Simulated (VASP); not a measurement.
Input:

```xyz
4
Lattice="2.0847 -3.6109 0.0000 2.0847 3.6109 0.0000 0.0000 0.0000 6.7752" Properties=species:S:1:pos:R:3 pbc="T T T"
Cd     2.0847    -1.2036     3.3877
Cd     2.0847     1.2036     0.0001
S      2.0847    -1.2036     5.9417
S      2.0847     1.2036     2.5541
```

The numbers are results of optB86b-vdW, VASP's PBE PAW potentials (set 64) (plane waves; VASP), not measurements. Run with 520 eV cut-off, 7×7×4 Γ-centred mesh, tetrahedra with Blöchl corrections, potentials Cd S.

The cores are frozen, which limits the accuracy of field gradients.

Q: Give the principal components of the electric field gradient (V/Å²) and the asymmetry η at each nucleus.

A: 
```tsv
atom	Vxx	Vyy	Vzz	η
Cd1	-1.8	-1.8	3.7	0.00
Cd2	-1.8	-1.8	3.7	0.00
S3	0.3	0.3	-0.7	0.00
S4	0.3	0.3	-0.7	0.00
```

The compound is CdS in the wurtzite structure. It was relaxed first.
